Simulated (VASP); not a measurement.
Here is the system:

```
CELL_PARAMETERS angstrom
     -2.01861     2.01861     2.01861
      2.01861    -2.01861     2.01861
      2.01861     2.01861    -2.01861
ATOMIC_POSITIONS crystal
  Ba 0.00000 0.00000 0.00000
```

All values below come from PBE GGA, VASP's PBE PAW potentials (set 64) (plane waves; VASP). Run with 480 eV cut-off, 10×10×10 Γ-centred mesh, first-order Methfessel-Paxton smearing of 0.10 eV, potentials Ba_sv.

Unless said otherwise, spin-orbit coupling is left out, though it shifts the bands of the heavy elements here.

Task: Estimate the energy per atom (σ→0), pressure, band gap (on the k-mesh) with the smallest direct gap where there is one.

Result: 
The band gap (on the k-mesh) is none (metal, semimetal or under 0.01 eV). The energy per atom (σ→0) is -0.990 eV/atom and the pressure is 14.99 GPa.

Only differences to runs with the same potentials and settings are physical.

The compound is Ba in the bcc structure. It was relaxed first under an external pressure of 15 GPa.
